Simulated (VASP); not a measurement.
Crystal: TiPbO4.

```
CELL_PARAMETERS angstrom
1.82986 1.05647 5.72600
-1.82986 1.05647 5.72600
0.00000 -2.11294 5.72600
ATOMIC_POSITIONS crystal
Ti 0.50000 0.50000 0.50000
Pb 0.00000 0.00000 0.00000
O 0.61820 0.61820 0.61820
O 0.38180 0.38180 0.38180
O 0.86706 0.86706 0.86706
O 0.13294 0.13294 0.13294
```

The cell was built by a generator and needn't be a form met in nature.

```yaml
Program: VASP 6.6.1
Task: relaxation of cell and atoms
Functional: PBE
Potentials_or_basis: VASP PAW PBE potentials, release 64 (Ti_sv, Pb_d, O)
Cutoff: 520 eV
k_mesh: 8 × 8 × 8
Occupations: gaussian, width 0.03 eV
Spin: no spin polarisation
```

At the start: pressure 2.4 GPa; volume 11.07 Å³/atom.

Q: How do energy, volume and symmetry change on relaxing?

A: Over 12 steps the energy falls by 10.6 meV/atom and the volume is 11.19 Å³/atom (+1.1 %); space group R-3m (No. 166, to 0.05 Å).

The path:
```
step  energy change (eV)  largest force (eV/Å)  pressure (GPa)  volume (Å³)
   1              0.0000                0.0701            2.44        66.42
   2             -0.0159                0.1295           -2.31        68.04
   3             -0.0171                0.1055           -1.38        67.70
   4             -0.0339                0.0927           -0.97        67.50
   5             -0.0567                0.2065            1.15        66.80
   6             -0.0600                0.0809           -1.36        67.73
   7             -0.0616                0.1279           -0.50        67.40
   8             -0.0635                0.0351            0.13        67.12
   9             -0.0635                0.0361            0.15        67.12
  10             -0.0637                0.0091           -0.16        67.23
  11             -0.0637                0.0134           -0.14        67.21
  12             -0.0637                0.0082            0.08        67.13
```

Final structure:
```
CELL_PARAMETERS angstrom
1.77657 1.02571 6.13964
-1.77657 1.02571 6.13964
0.00000 -2.05141 6.13964
ATOMIC_POSITIONS crystal
Ti 0.50000 0.50000 0.50000
Pb 0.00000 0.00000 0.00000
O 0.61668 0.61668 0.61668
O 0.38332 0.38332 0.38332
O 0.86773 0.86773 0.86773
O 0.13227 0.13227 0.13227
```
